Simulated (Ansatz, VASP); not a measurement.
# Cross-check of TaRu between VASP and Ansatz, part 2 of 2

Aim: how closely do two programs agree when they are given the same cell, functional and k mesh? The cell is taken from a series of runs on this material, whose earlier steps may have relaxed, scaled, displaced or heated it; both programs get it as it stands.

VASP 6.6.1 and Ansatz 0.2.0.

So far: The starting structure; VASP: relaxation of cell and atoms, PBEsol, pair 1; Ansatz: relaxation of cell and atoms, PBEsol, pair 1; Side by side.

**5. Ansatz: relaxation of cell and atoms, PBEsol, pair 2**

Level of this step: Ansatz beside VASP: Kohn-Sham DFT, plane waves, PBEsol (Ansatz).

The relaxed volume is the usual yardstick between codes: in a stiff, nearly cubic crystal its relative difference is about their pressure difference at one cell divided by the bulk modulus. This pair takes another cell of the material, with 8 atoms against 2 for the pair before.

The cell is taken from a series of runs on this material, whose earlier steps may have relaxed, scaled, displaced or heated it; both programs get it as it stands.

The input, input.yaml:

```yaml
crystal:
  lattice:
    - [3.0682683753, -6.6891944529, 0.0]
    - [3.0682683753, 6.6891944529, 0.0]
    - [0.0, 0.0, 3.0202337854]
  atoms:
    - { symbol: Ta, position: [0.6156763768, 0.8661960968, 0.5] }
    - { symbol: Ta, position: [0.1338039032, 0.3843236232, 0.5] }
    - { symbol: Ta, position: [0.8661960968, 0.6156763768, 0.5] }
    - { symbol: Ta, position: [0.3843236232, 0.1338039032, 0.5] }
    - { symbol: Ru, position: [0.7624653796, 0.2375346204, 0.0] }
    - { symbol: Ru, position: [0.2375346204, 0.7624653796, 0.0] }
    - { symbol: Ru, position: [0.0, 0.0, 0.0] }
    - { symbol: Ru, position: [0.5, 0.5, 0.0] }
kpoints:
  mp_grid: { grid: [6, 6, 12] }
hamiltonian:
  xc: pbesol
  pseudopotentials: { kind: paw, azcp: { folder: soft_1 }, xc_functional: pbe }
scf:
  occupations: { method: methfessel_paxton, width: 0.2 }
output:
  forces: true
  stress: true
  eigenvalues: true
relax:
  adjacent_minimum: "off"
  f_tol: 0.001
  max_steps: 60
  cell: { stress_tol: 0.01 }
```

Run with:

```bash
$ ansatz run input.yaml --threads 4 --pin off --max-ram 10240MiB --backend cpu --events-out ev --progress --plain --runs-dir out
```

Numbers of over 12 decimals in the logs are rounded to 6 here.

The log of the run:

```text
[...]
Crystal: 8 atoms, lattice volume = 123.976 Å³
Basis set: ecut = 420 eV, 2423 PW (Γ), exchange–correlation on 100×100×48 points (8 copies of the dense FFT grid, shifted against one another)
Bands: 70, of which v1, the nominal top of the filled ones, is band 58 counted from 1 (57 counted from 0)
Symmetry: 8 space group operations
[...]
k-points: 91 of 432
[...]
atoms:
    - { symbol: Ta, position: [0.6156763768, 0.8661960968, 0.5] }
    - { symbol: Ta, position: [0.1338039032, 0.3843236232, 0.5] }
    - { symbol: Ta, position: [0.8661960968, 0.6156763768, 0.5] }
    - { symbol: Ta, position: [0.3843236232, 0.1338039032, 0.5] }
    - { symbol: Ru, position: [0.7624653796, 0.2375346204, 0.0] }
    - { symbol: Ru, position: [0.2375346204, 0.7624653796, 0.0] }
    - { symbol: Ru, position: [0.0, 0.0, 0.0] }
    - { symbol: Ru, position: [0.5, 0.5, 0.0] }
[key lines of the parts left out:]
SCF converged after 6 iterations
Free energy (F): -62498.213989 eV
Fermi energy:    21.585735 eV
P = ⅓ Tr σ = 0.0007 GPa (0.007 kbar)
```

**6. VASP: relaxation of cell and atoms, PBEsol, pair 2**

The same cell, functional, mesh and smearing now go to VASP, with its own data sets.

The input, INCAR:

```
SYSTEM = TaRu
PREC = Accurate
ENCUT = 500
EDIFF = 1E-07
NELM = 120
ISMEAR = 1
SIGMA = 0.2
LREAL = .FALSE.
ALGO = Normal
GGA = PS
NBANDS = 62
LASPH = .TRUE.
LORBIT = 11
LWAVE = .FALSE.
LCHARG = .FALSE.
ISIF = 3
IBRION = 2
NSW = 80
EDIFFG = -0.005
GGA_COMPAT = .FALSE.
NELMIN = 4
KPAR = 2
```

The input, POSCAR:

```
TaRu
1.0
    3.0682680000     -6.6891940000      0.0000000000
    3.0682680000      6.6891940000      0.0000000000
    0.0000000000      0.0000000000      3.0202340000
Ta Ru
4 4
Direct
    0.6156763952      0.8661961140      0.5000000000
    0.1338038860      0.3843236048      0.5000000000
    0.8661961140      0.6156763952      0.5000000000
    0.3843236048      0.1338038860      0.5000000000
    0.7624654032      0.2375345968      0.0000000000
    0.2375345968      0.7624654032      0.0000000000
    0.0000000000      0.0000000000      0.0000000000
    0.5000000000      0.5000000000      0.0000000000
```

The input, KPOINTS:

```
Automatic mesh
0
Gamma
6 6 12
0 0 0
```

PAW data sets: Ta_pv and Ru_pv (PBE family, release 64).

Run with:

```bash
$ mpirun -np 2 vasp_std
```

The log of the run:

```text
[banner, memory and clock lines left out]
running    2 mpi-ranks, on    1 nodes
[...]
[... a notice as in an earlier step ...]

 LDA part: xc-table for (Slater+PW92), standard interpolation
 POSCAR, INCAR and KPOINTS ok, starting setup
[...]
entering main loop
       N       E                     dE             d eps       ncg     rms          rms(c)
DAV:   1     0.118711557721E+04    0.11871E+04   -0.55682E+04 11300   0.170E+03
DAV:   2    -0.393797041966E+02   -0.12265E+04   -0.11946E+04 11748   0.544E+02
DAV:   3    -0.966639536931E+02   -0.57284E+02   -0.55093E+02 13508   0.111E+02
DAV:   4    -0.983321508033E+02   -0.16682E+01   -0.16408E+01 13316   0.165E+01
[...]
DAV:  15    -0.932315675688E+02   -0.31574E-06   -0.29892E-06 14650   0.947E-03    0.348E-03
DAV:  16    -0.932315674422E+02    0.12657E-06   -0.18036E-07  8164   0.258E-03    0.103E-03
DAV:  17    -0.932315673799E+02    0.62269E-07   -0.51433E-08  7050   0.112E-03
   1 F= -.93231567E+02 E0= -.93234435E+02  d E =-.932316E+02
[... from here on, the cycles between the ionic steps are left out ...]
   2 F= -.93231162E+02 E0= -.93234008E+02  d E =0.405441E-03
   3 F= -.93231630E+02 E0= -.93234492E+02  d E =-.626033E-04
   4 F= -.93231630E+02 E0= -.93234492E+02  d E =-.627097E-04
   5 F= -.93231630E+02 E0= -.93234492E+02  d E =-.626625E-04
   6 F= -.93231639E+02 E0= -.93234498E+02  d E =-.865341E-05
   7 F= -.93231642E+02 E0= -.93234498E+02  d E =-.117217E-04
   8 F= -.93231647E+02 E0= -.93234487E+02  d E =-.514821E-05
 trial-energy change:   -0.000005  1 .order   -0.000005   -0.000008   -0.000003
 step:   1.7077(harm=  1.7077)  dis= 0.00065  next Energy=   -93.231648 (dE=-0.634E-05)
 reached required accuracy - stopping structural energy minimisation
```

OUTCAR, selected parts (step 6):

```text
  Total        0.0000715      0.0208722      0.0198724      0.0000000      0.0000000      0.0000000
  in kB        0.0009237      0.2695693      0.2566574      0.0000000      0.0000000      0.0000000
  external PRESSURE =       0.1757168 kB  Pullay stress =       0.0000000 kB

 POSITION                                       TOTAL-FORCE (eV/Angst)
 -----------------------------------------------------------------------------------
      4.54776      1.67640      1.51034         0.002428     -0.001054     -0.000000
      1.59008      1.67640      1.51034        -0.002428     -0.001054      0.000000
      4.54776     -1.67640      1.51034         0.002428      0.001054     -0.000000
      1.59008     -1.67640      1.51034        -0.002428      0.001054      0.000000
      3.06892     -3.51065      0.00000         0.000000      0.001050     -0.000000
      3.06892      3.51065      3.02068         0.000000     -0.001050      0.000000
      3.06892     -6.69095      0.00000         0.000000     -0.000000     -0.000000
      3.06892      0.00000      0.00000         0.000000     -0.000000     -0.000000
 -----------------------------------------------------------------------------------
    total drift:                                0.000000     -0.000000     -0.000000

  FREE ENERGIE OF THE ION-ELECTRON SYSTEM (eV)
  ---------------------------------------------------
  free  energy   TOTEN  =       -93.2316469123 eV

  energy  without entropy=      -93.2401671259  energy(sigma->0) =      -93.23448698

[... 1 part as in an earlier step ...]

[... 3 further parts left out ...]
[key lines of the parts left out:]
E-fermi :   9.4312
```

**7. Side by side**

What differs besides the data sets and the points named for the pairs above, as far as they apply: the data sets hold 116 valence electrons in Ansatz (on its PAW soft_1 files) and 100 in VASP. Total energies have different zeros and are not compared.

Both answers:

```tsv
quantity	Ansatz	VASP	difference
volume (Å³)	123.98	124.05	-0.06 %
edge a after relaxation, in the typed setting (Å)	7.359	7.361	-0.03 %
edge c after relaxation, in the typed setting (Å)	3.020	3.021	-0.02 %
```

**8. Ansatz: relaxation of cell and atoms, PBEsol, pair 3**

The relaxed volume is the usual yardstick between codes: in a stiff, nearly cubic crystal its relative difference is about their pressure difference at one cell divided by the bulk modulus.

The cell is taken from a series of runs on this material, whose earlier steps may have relaxed, scaled, displaced or heated it; both programs get it as it stands.

input.yaml, the sections that differ from step 5:

```yaml
crystal:
  lattice:
    - [3.0894277557, -6.6312497145, 0.0]
    - [3.0894277557, 6.6312497145, 0.0]
    - [0.0, 0.0, 3.0279456847]
  atoms:
    - { symbol: Ta, position: [0.5, 0.0, 0.5] }
    - { symbol: Ta, position: [0.0, 0.5, 0.5] }
    - { symbol: Ta, position: [0.7329892393, 0.7329892393, 0.5] }
    - { symbol: Ta, position: [0.2670107607, 0.2670107607, 0.5] }
    - { symbol: Ru, position: [0.6389179827, 0.3610820173, 0.0] }
    - { symbol: Ru, position: [0.1197506307, 0.8802493693, 0.0] }
    - { symbol: Ru, position: [0.8802493693, 0.1197506307, 0.0] }
    - { symbol: Ru, position: [0.3610820173, 0.6389179827, 0.0] }
# kpoints, hamiltonian, scf, output, relax: as in step 5
```

Run with:

```bash
$ ansatz run input.yaml --threads 4 --pin off --max-ram 10240MiB --backend cpu --events-out ev --progress --plain --runs-dir out
```

The log of the run:

```text
[...]
Crystal: 8 atoms, lattice volume = 124.066 Å³
Basis set: ecut = 420 eV, 2411 PW (Γ), exchange–correlation on 100×100×48 points (8 copies of the dense FFT grid, shifted against one another)
Bands: 70, of which v1, the nominal top of the filled ones, is band 58 counted from 1 (57 counted from 0)
Symmetry: 8 space group operations
[...]
k-points: 91 of 432
[...]
atoms:
    - { symbol: Ta, position: [0.5, 2.7755575615628914e-17, 0.500000] }
    - { symbol: Ta, position: [2.7755575615628914e-17, 0.5, 0.500000] }
    - { symbol: Ta, position: [0.732976, 0.732976, 0.500000] }
    - { symbol: Ta, position: [0.267024, 0.267024, 0.500000] }
    - { symbol: Ru, position: [0.638919, 0.361081, 0.0] }
    - { symbol: Ru, position: [0.119759, 0.880241, 0.0] }
    - { symbol: Ru, position: [0.880241, 0.119759, 0.0] }
    - { symbol: Ru, position: [0.361081, 0.638919, 0.0] }
[key lines of the parts left out:]
SCF converged after 6 iterations
Free energy (F): -62498.255783 eV
Fermi energy:    21.563640 eV
P = ⅓ Tr σ = -0.0007 GPa (-0.007 kbar)
```

**9. VASP: relaxation of cell and atoms, PBEsol, pair 3**

The same cell, functional, mesh and smearing now go to VASP, with its own data sets.

INCAR is that of step 6.

The input, POSCAR:

```
TaRu
1.0
    3.0894280000     -6.6312500000      0.0000000000
    3.0894280000      6.6312500000      0.0000000000
    0.0000000000      0.0000000000      3.0279460000
Ta Ru
4 4
Direct
    0.5000000000      0.0000000000      0.5000000000
    0.0000000000      0.5000000000      0.5000000000
    0.7329892459      0.7329892459      0.5000000000
    0.2670107541      0.2670107541      0.5000000000
    0.6389180019      0.3610819981      0.0000000000
    0.1197506503      0.8802493497      0.0000000000
    0.8802493497      0.1197506503      0.0000000000
    0.3610819981      0.6389180019      0.0000000000
```

KPOINTS is that of step 6.

Run with:

```bash
$ mpirun -np 2 vasp_std
```

The log of the run:

```text
[... set-up lines as in an earlier step ...]
 entering main loop
       N       E                     dE             d eps       ncg     rms          rms(c)
DAV:   1     0.119201243842E+04    0.11920E+04   -0.56490E+04 11284   0.170E+03
DAV:   2    -0.397803113772E+02   -0.12318E+04   -0.11991E+04 11750   0.546E+02
DAV:   3    -0.967258220571E+02   -0.56946E+02   -0.54745E+02 13502   0.110E+02
DAV:   4    -0.983896642763E+02   -0.16638E+01   -0.16358E+01 13268   0.164E+01
[...]
DAV:  14    -0.932706038788E+02    0.42600E-05   -0.19035E-05 14348   0.224E-02    0.135E-02
DAV:  15    -0.932706036163E+02    0.26255E-06   -0.70888E-06 13952   0.122E-02    0.291E-03
DAV:  16    -0.932706035281E+02    0.88157E-07   -0.40731E-07 10838   0.330E-03
   1 F= -.93270604E+02 E0= -.93275117E+02  d E =-.932706E+02
[... from here on, the cycles between the ionic steps are left out ...]
   2 F= -.93270123E+02 E0= -.93274635E+02  d E =0.480886E-03
   3 F= -.93270689E+02 E0= -.93275203E+02  d E =-.856185E-04
   4 F= -.93270723E+02 E0= -.93275233E+02  d E =-.336778E-04
   5 F= -.93270728E+02 E0= -.93275234E+02  d E =-.386971E-04
   6 F= -.93270728E+02 E0= -.93275236E+02  d E =-.393403E-04
   7 F= -.93270739E+02 E0= -.93275246E+02  d E =-.103426E-04
 trial-energy change:   -0.000010  1 .order   -0.000011   -0.000014   -0.000007
 step:   1.9637(harm=  1.9637)  dis= 0.00084  next Energy=   -93.270743 (dE=-0.148E-04)
 reached required accuracy - stopping structural energy minimisation
```

From OUTCAR (step 9):

```text
  Total       -0.0158975      0.0139461     -0.0045659      0.0000000      0.0000000      0.0000000
  in kB       -0.2051530      0.1799707     -0.0589220      0.0000000      0.0000000      0.0000000
  external PRESSURE =      -0.0280347 kB  Pullay stress =       0.0000000 kB

 POSITION                                       TOTAL-FORCE (eV/Angst)
 -----------------------------------------------------------------------------------
      1.54528     -3.31636      1.51416         0.000000     -0.000000     -0.000000
      4.63584     -3.31636      1.51416         0.000000     -0.000000     -0.000000
      4.53083      0.00000      1.51416         0.004456     -0.000000      0.000000
      1.65030      0.00000      1.51416        -0.004456     -0.000000     -0.000000
      3.09056     -1.84039      0.00000         0.000000      0.000281     -0.000000
      3.09056      5.04480      3.02833         0.000000      0.001693      0.000000
      3.09056     -5.04480      0.00000         0.000000     -0.001693     -0.000000
      3.09056      1.84039      0.00000         0.000000     -0.000281     -0.000000
 -----------------------------------------------------------------------------------
    total drift:                               -0.000000     -0.000000     -0.000000

  FREE ENERGIE OF THE ION-ELECTRON SYSTEM (eV)
  ---------------------------------------------------
  free  energy   TOTEN  =       -93.2707388295 eV

  energy  without entropy=      -93.2842592044  energy(sigma->0) =      -93.27524562

[... 2 parts as in an earlier step ...]

[... 2 further parts left out ...]
[key lines of the parts left out:]
E-fermi :   9.4164
```

**10. Side by side**

What differs besides the data sets and the points named for the pairs above, as far as they apply: the data sets hold 116 valence electrons in Ansatz (on its PAW soft_1 files) and 100 in VASP. Total energies have different zeros and are not compared.

The two programs side by side:

```tsv
quantity	Ansatz	VASP	difference
volume (Å³)	124.06	124.15	-0.07 %
edge a after relaxation, in the typed setting (Å)	7.315	7.317	-0.03 %
edge c after relaxation, in the typed setting (Å)	3.028	3.028	-0.01 %
```

**11. Summary of results**

```json
{
 "difference in volume (relaxation of cell and atoms, PBEsol, pair 1)": "-0.071 %",
 "difference in volume (relaxation of cell and atoms, PBEsol, pair 2)": "-0.062 %",
 "difference in volume (relaxation of cell and atoms, PBEsol, pair 3)": "-0.073 %"
}
```

**Reading.** The difference in volume is -0.073 % (relaxation of cell and atoms, PBEsol, pair 3), within the 1.2 % picked in this series as the mark of a large difference, as far as the stopping tolerances let one tell. The data sets hold unlike numbers of valence electrons (29 in Ansatz and 25 in VASP and 116 in Ansatz and 100 in VASP), so part of the differences comes from the potentials. 1 further run of this series is not shown here. How closely two codes agree says nothing of how well the functional describes the real material.

[Lines on the potential files, build, host, timing and source positions are cut from VASP's logs without a mark.]

[Logs are printed without paths, hosts, clocks, repeated set-up lines and the standing remarks that a program may print on its own settings, such as how far it seeks lower states.]

[Hosts, paths, dates, database ids (printed as entryN), source tags and the programs' standing remarks are cut or masked in the printed files.]
